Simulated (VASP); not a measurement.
Input:

```
BN
1.0
    1.30050    -2.25253     0.00000
    1.30050     2.25253     0.00000
    0.00000     0.00000     4.30440
B N
2 2
Direct
  0.66667   0.33333   0.50000
  0.33333   0.66667   0.00000
  0.66667   0.33333   0.87500
  0.33333   0.66667   0.37500
```

Calculation: PBE GGA, VASP's PBE PAW potentials (set 64) (plane waves; VASP). Numerical set-up: 520 eV cut-off, 7×7×4 Γ-centred mesh, Gaussian smearing of 0.050 eV, potentials B N.

Problem. Give the stress tensor in GPa (positive for a compressed cell).

Solution. 
```
-18.04    0.00    0.00
  0.00  -18.04    0.00
  0.00    0.00  -18.84
```
The pressure is its mean diagonal, -18.30 GPa.

The compound is BN in the wurtzite structure, a metastable high-pressure form. The cell was not relaxed at this level.
